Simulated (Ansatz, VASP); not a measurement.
# Hf2B2WS2N (HfN/WS2/HfB2): VASP beside Ansatz, part 2 of 2

One calculation is typed for both programs; each brings its own data sets and cutoff. How far apart do they land? The structure shown is the end of the VASP relaxation below.

VASP 6.6.1 and Ansatz 0.2.0.

So far: The structure; VASP: relaxation, PBE.

## 3. Ansatz: single point, PBE

Level of this step: Ansatz beside VASP: Kohn-Sham DFT, plane waves, PBE (Ansatz).

Ansatz runs on its default PAW (the set named soft_2) files.

The same cell, functional, mesh and smearing now go to Ansatz, which takes its cutoff from its data sets.

File input.yaml:

```yaml
crystal:
  lattice:
    - [3.17, 0.0, 0.0]
    - [-1.585, 2.74530053, 0.0]
    - [0.0, 0.0, 40.3032861]
  atoms:
    - { symbol: Hf, position: [0.33333333, 0.66666667, 0.19886462] }
    - { symbol: Hf, position: [0.0, 0.0, 0.26858839] }
    - { symbol: Hf, position: [0.33333333, 0.66666667, 0.71496428] }
    - { symbol: Hf, position: [0.33333333, 0.66666667, 0.80116629] }
    - { symbol: "N", position: [0.66666667, 0.33333333, 0.22788047] }
    - { symbol: "N", position: [0.33333333, 0.66666667, 0.28965465] }
    - { symbol: S, position: [0.66666667, 0.33333333, 0.36691172] }
    - { symbol: S, position: [0.66666667, 0.33333333, 0.44483578] }
    - { symbol: S, position: [0.33333333, 0.66666667, 0.52323888] }
    - { symbol: S, position: [0.33333333, 0.66666667, 0.60117202] }
    - { symbol: W, position: [0.33333333, 0.66666667, 0.4059277] }
    - { symbol: W, position: [0.66666667, 0.33333333, 0.56218666] }
    - { symbol: B, position: [0.66666667, 0.33333333, 0.67506216] }
    - { symbol: B, position: [0.0, 0.0, 0.67499281] }
    - { symbol: B, position: [0.66666667, 0.33333333, 0.75940654] }
    - { symbol: B, position: [0.0, 0.0, 0.75940272] }
hamiltonian:
  xc: pbe
  pseudopotentials: { kind: paw }
kpoints:
  mp_grid: { grid: [9, 9, 1] }
scf:
  occupations: { method: fermi_dirac, width: 0.1 }
  n_extra_bands: 8
efield:
  axis: 3
  dipole_correction: true
  ramp_width: 0.04
output:
  forces: true
  eigenvalues: true
```

Run with:

```
ansatz run input.yaml --threads 4 --pin off --max-ram 9216MiB --backend cpu --events-out ev --progress --plain --runs-dir out
```

Numbers of over 12 decimals in the logs are rounded to 6 here.

Log:

```text
scf.n_extra_bands = 8 over 89 filled bands (N_el = 178.0): the run solves 97 bands
Engine: ansatz 0.2.0, aarch64-unknown-linux-gnu
Pseudopotentials: kind: paw
Pseudopotential: Hf, paw, valence charge 26, recommended cutoff 420 eV (normal), Hf.paw.azcp
Pseudopotential: N, paw, valence charge 5, recommended cutoff 420 eV (normal), N.paw.azcp
Pseudopotential: S, paw, valence charge 6, recommended cutoff 420 eV (normal), S.paw.azcp
Pseudopotential: W, paw, valence charge 14, recommended cutoff 420 eV (normal), W.paw.azcp
Pseudopotential: B, paw, valence charge 3, recommended cutoff 420 eV (normal), B.paw.azcp
Functional definition: PBE
  parameter kappa = 0.804
  parameter beta = 0.066725
  exchange = pbe_x(kappa = kappa, mu = beta*pi^2/3)
  correlation = pbe_c(beta = beta)
Crystal: 16 atoms, lattice volume = 350.743 Å³
Basis set: ecut = 420 eV, 6831 PW (Γ), exchange–correlation on 48×48×540 points (8 copies of the dense FFT grid, shifted against one another)
Bands: 97, of which v1, the nominal top of the filled ones, is band 89 counted from 1 (88 counted from 0)
Symmetry: 6 space group operations
Space group: P3m1 (ITA 156), of the structure as read, at distance tolerance 7.1e-5 Å
k-points: 12 of 81 (time reversal used)
Non-local potential: Hf, projectors of the file, l = 0: 3, l = 1: 2, l = 2: 2, l = 3: 3
Non-local potential: N, projectors of the file, l = 0: 2, l = 1: 2, l = 2: 1
Non-local potential: S, projectors of the file, l = 0: 2, l = 1: 2, l = 2: 2
Non-local potential: W, projectors of the file, l = 0: 3, l = 1: 2, l = 2: 2, l = 3: 1
Non-local potential: B, projectors of the file, l = 0: 2, l = 1: 2, l = 2: 1
PAW form: soft (Blöchl's): semilocal exchange-correlation on the pseudo side does not see the compensation charge
PAW one-centre angular grid: Hf, 590 points (default); XC on 64 Gauss nodes
PAW one-centre angular grid: N, 110 points (default); XC on 64 Gauss nodes
PAW one-centre angular grid: S, 110 points (default); XC on 64 Gauss nodes
PAW one-centre angular grid: W, 590 points (default); XC on 64 Gauss nodes
PAW one-centre angular grid: B, 110 points (default); XC on 64 Gauss nodes
Initial density: superposition of atomic densities (neutral atoms: chi_scale 0, normalization atom), corrected by the library's trained network
Initial wavefunctions: pseudopotential atomic-orbital guess
Functional: x = pbe(κ = 0.804, μ = 0.219515), c = pbe(β = 0.066725)
SCF iter   1: F=—  HF=-88665.413146 eV  |F-HF|=—  |Δ(HF+E_count)|=         —  Δρ=9.90e-3  dr2=3.64e1  ethr=1.77e-3  p=0.005 e·Å  D=2.35e-3 V/Å  ΔV_dip=-0.09 eV  dr2_dipole=3.65e1  V_vac-E_F(+/−)=5.12/5.21 eV  ⟨swp⟩=7.1  Hψ=5065  notcnv=0
efield: sawtooth ramp at fractional position 0.9800 (placed from the atoms, in the widest stretch of the axis that holds none; the zero of the levels goes with the place), width 0.0400; the density the first Hamiltonian is built on has a dipole p = 0.005 e·Å; the dipole correction subtracts the counter field D = 2.35e-3 V/Å, which shifts the + side's vacuum level by -0.09 eV against the − side's; the planar-averaged density in the ramp window peaks in size at 1.5e-4 e/Å³
preconditioner: auto → LDOS  [metal: Δε(μ)=0.107 eV  Ē_g=9.773 eV  σ=0.100 eV  W_gap=0.26  n_scr=96 (ndim 8)  ℏωp=22.6 eV  f_vac=0.314  D(μ)=5.70/eV (n_scr^D=22)  β→1.0]
SCF iter   2: F=—  HF=-88666.005706 eV  |F-HF|=—  |Δ(HF+E_count)|=   5.93e-1  Δρ=2.42e-2  dr2=1.21e2  ethr=1.77e-3  p=-0.007 e·Å  D=-3.67e-3 V/Å  ΔV_dip=0.15 eV  dr2_dipole=4.02e0  V_vac-E_F(+/−)=4.64/4.49 eV  ⟨swp⟩=3.2  Hψ=1791  notcnv=0
SCF iter   3: F=—  HF=-88665.354600 eV  |F-HF|=—  |Δ(HF+E_count)|=   6.51e-1  Δρ=1.18e-2  dr2=2.37e1  ethr=1.77e-3  p=-0.004 e·Å  D=-2.23e-3 V/Å  ΔV_dip=0.09 eV  dr2_dipole=1.64e0  V_vac-E_F(+/−)=4.76/4.67 eV  ⟨swp⟩=1.4  Hψ=1434  notcnv=0
SCF iter   4: F=—  HF=-88665.102259 eV  |F-HF|=—  |Δ(HF+E_count)|=   2.52e-1  Δρ=2.68e-3  dr2=8.57e-1  ethr=1.77e-3  p=0.004 e·Å  D=1.84e-3 V/Å  ΔV_dip=-0.07 eV  dr2_dipole=5.62e-2  V_vac-E_F(+/−)=4.75/4.83 eV  ⟨swp⟩=2.9  Hψ=2252  notcnv=0
SCF iter   5: F=—  HF=-88665.103447 eV  |F-HF|=—  |Δ(HF+E_count)|=   1.19e-3  Δρ=2.27e-3  dr2=9.34e-1  ethr=4.82e-4  p=0.008 e·Å  D=3.90e-3 V/Å  ΔV_dip=-0.16 eV  dr2_dipole=3.44e-3  V_vac-E_F(+/−)=4.66/4.81 eV  ⟨swp⟩=1.2  Hψ=1276  notcnv=0
SCF iter   6: F=—  HF=-88665.097823 eV  |F-HF|=—  |Δ(HF+E_count)|=   5.62e-3  Δρ=1.73e-3  dr2=6.40e-1  ethr=4.82e-4  p=0.011 e·Å  D=5.77e-3 V/Å  ΔV_dip=-0.23 eV  dr2_dipole=1.00e-2  V_vac-E_F(+/−)=4.59/4.82 eV  ⟨swp⟩=1.0  Hψ=1164  notcnv=0
SCF iter   7: F=—  HF=-88665.093303 eV  |F-HF|=—  |Δ(HF+E_count)|=   4.52e-3  Δρ=1.30e-3  dr2=4.16e-1  ethr=3.60e-4  p=0.014 e·Å  D=7.21e-3 V/Å  ΔV_dip=-0.29 eV  dr2_dipole=1.47e-2  V_vac-E_F(+/−)=4.54/4.83 eV  ⟨swp⟩=1.0  Hψ=1164  notcnv=0
SCF iter   8: F=—  HF=-88665.091301 eV  |F-HF|=—  |Δ(HF+E_count)|=   2.00e-3  Δρ=1.13e-3  dr2=3.19e-1  ethr=2.34e-4  p=0.015 e·Å  D=7.76e-3 V/Å  ΔV_dip=-0.31 eV  dr2_dipole=8.65e-3  V_vac-E_F(+/−)=4.52/4.83 eV  ⟨swp⟩=1.0  Hψ=1164  notcnv=0
SCF iter   9: F=—  HF=-88665.088978 eV  |F-HF|=—  |Δ(HF+E_count)|=   2.32e-3  Δρ=9.26e-4  dr2=2.14e-1  ethr=1.79e-4  p=0.016 e·Å  D=8.15e-3 V/Å  ΔV_dip=-0.33 eV  dr2_dipole=4.05e-3  V_vac-E_F(+/−)=4.50/4.83 eV  ⟨swp⟩=1.0  Hψ=1164  notcnv=0
SCF iter  10: F=—  HF=-88665.085305 eV  |F-HF|=—  |Δ(HF+E_count)|=   3.67e-3  Δρ=5.37e-4  dr2=6.86e-2  ethr=1.20e-4  p=0.017 e·Å  D=8.57e-3 V/Å  ΔV_dip=-0.35 eV  dr2_dipole=1.83e-3  V_vac-E_F(+/−)=4.49/4.84 eV  ⟨swp⟩=1.0  Hψ=1296  notcnv=0
SCF iter  11: F=—  HF=-88665.083292 eV  |F-HF|=—  |Δ(HF+E_count)|=   2.01e-3  Δρ=2.84e-4  dr2=9.74e-3  ethr=3.85e-5  p=0.017 e·Å  D=8.72e-3 V/Å  ΔV_dip=-0.35 eV  dr2_dipole=1.64e-4  V_vac-E_F(+/−)=4.49/4.84 eV  ⟨swp⟩=1.0  Hψ=1296  notcnv=0
SCF iter  12: F=—  HF=-88665.082923 eV  |F-HF|=—  |Δ(HF+E_count)|=   3.70e-4  Δρ=1.01e-4  dr2=1.11e-3  ethr=5.47e-6  p=0.017 e·Å  D=8.62e-3 V/Å  ΔV_dip=-0.35 eV  dr2_dipole=1.52e-7  V_vac-E_F(+/−)=4.50/4.84 eV  ⟨swp⟩=1.8  Hψ=1262  notcnv=0
SCF iter  13: F=—  HF=-88665.082890 eV  |F-HF|=—  |Δ(HF+E_count)|=   3.27e-5  Δρ=4.35e-5  dr2=3.71e-5  ethr=6.23e-7  p=0.016 e·Å  D=8.42e-3 V/Å  ΔV_dip=-0.34 eV  dr2_dipole=3.69e-6  V_vac-E_F(+/−)=4.50/4.84 eV  ⟨swp⟩=2.2  Hψ=1397  notcnv=0
SCF iter  14: F=—  HF=-88665.082723 eV  |F-HF|=—  |Δ(HF+E_count)|=   1.67e-4  Δρ=2.46e-5  dr2=1.65e-5  ethr=2.08e-8  p=0.016 e·Å  D=8.34e-3 V/Å  ΔV_dip=-0.34 eV  dr2_dipole=9.08e-6  V_vac-E_F(+/−)=4.51/4.84 eV  ⟨swp⟩=2.5  Hψ=1655  notcnv=0
SCF iter  15: F=—  HF=-88665.082724 eV  |F-HF|=—  |Δ(HF+E_count)|=   8.54e-7  Δρ=1.68e-5  dr2=6.51e-6  ethr=9.26e-9  p=0.016 e·Å  D=8.30e-3 V/Å  ΔV_dip=-0.33 eV  dr2_dipole=1.70e-6  V_vac-E_F(+/−)=4.51/4.84 eV  ⟨swp⟩=2.2  Hψ=1535  notcnv=0
SCF iter  16: F=—  HF=-88665.082723 eV  |F-HF|=—  |Δ(HF+E_count)|=   1.77e-7  Δρ=7.60e-6  dr2=1.25e-6  ethr=3.65e-9  p=0.016 e·Å  D=8.28e-3 V/Å  ΔV_dip=-0.33 eV  dr2_dipole=1.10e-6  V_vac-E_F(+/−)=4.51/4.84 eV  ⟨swp⟩=2.5  Hψ=1656  notcnv=0
SCF iter  17: F=—  HF=-88665.082724 eV  |F-HF|=—  |Δ(HF+E_count)|=   3.56e-7  Δρ=3.98e-6  dr2=2.09e-7  ethr=7.04e-10  p=0.016 e·Å  D=8.26e-3 V/Å  ΔV_dip=-0.33 eV  dr2_dipole=1.20e-7  V_vac-E_F(+/−)=4.51/4.84 eV  ⟨swp⟩=2.1  Hψ=1515  notcnv=0
SCF iter  18: F=-88665.082724 eV  HF=-88665.082724 eV  |F-HF|=1.27e-8  |Δ(HF+E_count)|=   1.46e-7  Δρ=1.91e-6  dr2=5.25e-8  ethr=5.62e-11  p=0.016 e·Å  D=8.25e-3 V/Å  ΔV_dip=-0.33 eV  dr2_dipole=2.44e-8  V_vac-E_F(+/−)=4.51/4.84 eV  ⟨swp⟩=8.8  Hψ=5009  notcnv=0
SCF 1 converged in 18 iterations: F = -88665.082724 eV  dr2 = 5.25e-8
  greatest PAW one-centre occupation: 1.000 electrons in one spin orbital (limit 2), on the W atom at site 10 (counted from 0), in its partial waves of l = 0
SCF converged after 18 iterations
Free energy (F): -88665.082724 eV
Harris-Foulkes:  -88665.082724 eV  (|F-HF|=1.27e-8)
Internal energy: -88664.829759 eV  (E = F + TS)
E sigma→0 (E₀):  -88664.956242 eV
Entropy (-TS):   -0.252964 eV (-15.810 meV/atom)
Fermi energy:    8.057653 eV
Dipole field:    D = 0.008410 V/Å  (p = 0.016300 e·Å, saw-weighted, corrected)
Work function:   Φ+ = 4.5060 eV   Φ− = 4.8450 eV
Levels:          The Fermi level and band energies are counted from a zero that moves with the ramp; work functions are not
--- Per-component energies (eV) ---
  E_band       = -1609.271524
  E_kinetic    = 3484.180061
  E_local      = -176503.820064  (includes V_loc(G=0)·N_el)
  E_nonlocal   = -4723.098369
  E_hartree    = 86483.355578
  E_xc         = -2374.134549
  E_vxc        = -2201.588726  (∫ρ·V_xc dr)
  E_paw        = -47807.474374  (= ΣΔE_a)
  E_vpaw       = 5367.990870  (= ΣTr[D̂ρ^β])
  E_aug_tail   = 0.000059  (compensation charges beyond the density's cutoff)
  E_efield     = 0.000069  (sawtooth field / dipole correction)
  E_vefield    = 0.361017  (∫n·V_field dr)
  E_ewald      = 52776.161830
  E_smearing   = -0.252964  (= −TS)
  E_closure    = -0.000000  (closes the sum)
  Σ components = -88665.082724   (vs F -88665.082724, Δ=0.00e0)
--- Forces (eV/Å), atoms counted from 1 ---
  atom   1  Hf     0.00000000     0.00000000    -0.06323561
  atom   2  Hf     0.00000000     0.00000000     0.12538813
  atom   3  Hf     0.00000000    -0.00000000     0.00049534
  atom   4  Hf     0.00000000     0.00000000     0.09665838
  atom   5  N      0.00000000     0.00000000    -0.06921204
  atom   6  N      0.00000000     0.00000000    -0.06691213
  atom   7  S     -0.00000000     0.00000000    -0.04748765
  atom   8  S      0.00000000     0.00000000     0.05518718
  atom   9  S      0.00000000    -0.00000000    -0.05857109
  atom  10  S      0.00000000     0.00000000     0.06746826
  atom  11  W      0.00000000     0.00000000    -0.03631848
  atom  12  W      0.00000000     0.00000000     0.00976747
  atom  13  B      0.00000000     0.00000000     0.01872124
  atom  14  B      0.00000000     0.00000000     0.01952025
  atom  15  B      0.00000000     0.00000000    -0.02501369
  atom  16  B     -0.00000000     0.00000000    -0.02657482
  max |Σ_I F_I| component: 1.19e-4 eV/Å
--- Band table (eV; the first three rows and the last of 12) ---
  k-point 0: bands = [... 85 lower, 7.5451, 7.6357, 8.0663, 8.3668, 9.4101, 9.4101, 9.6018, 10.0260, ... 4 higher]
  k-point 1: bands = [... 85 lower, 7.1884, 7.5409, 7.8548, 8.1133, 9.1309, 9.1917, 9.6731, 9.8108, ... 4 higher]
  k-point 2: bands = [... 85 lower, 7.0709, 7.1355, 7.3551, 7.5076, 8.3508, 8.4137, 9.7160, 9.7728, ... 4 higher]
  k-point 11: bands = [... 85 lower, 7.7119, 7.8147, 8.0795, 8.0952, 8.3010, 8.5169, 8.5273, 9.5807, ... 4 higher]
```

Elapsed: 34 s, on 4 threads of Arm Neoverse N1, shared host; peak memory 1.2 GiB.

Reading the cycles: dr2 is the Hartree energy of the density residual (eV), the measure of convergence; HF is the Harris–Foulkes estimate of the energy, which meets the free energy F at convergence.

## 4. Side by side

Known differences besides the potentials themselves: the data sets hold 178 valence electrons in Ansatz (default PAW (the set named soft_2) files) and 74 in VASP; the cutoff is 420 eV in Ansatz and 400 eV in VASP (PREC = Normal, projectors in real space). Total energies have different zeros and are not compared.

At this near-relaxed geometry the largest component of a force difference is 107 meV/Å.

## 5. Further runs

Further runs change the set-up of one program: Ansatz's method, potentials or start, or VASP's data sets, cutoff or form of LDA. The table gives Ansatz less VASP for each quantity, since a change that brings one quantity closer may part another.

```
                                    run  r.m.s. force difference (meV/Å)
                               as above                               32
Ansatz's larger PAW set (cutoff 900 eV)                               34
```

## 6. What came out

```json
{"r.m.s. force difference (single point, PBE)": "32 meV/Å"}
```

The r.m.s. force difference is 32 meV/Å (single point, PBE), beyond the 12 meV/Å picked in this series as the mark of a large difference. For single point, PBE, no further run moves any of the tabulated differences by more than a quarter of its size. 1 further run of this series is not shown here. How closely two codes agree says nothing of how well the functional describes the real material.

[Lines on the potential files, build, host, timing and source positions are cut from VASP's logs without a mark.]

[Logs are printed without paths, hosts, clocks, repeated set-up lines and the standing remarks that a program may print on its own settings, such as how far it seeks lower states.]

[Hosts, paths, dates, database ids (printed as entryN), source tags and the programs' standing remarks are cut or masked in the printed files.]
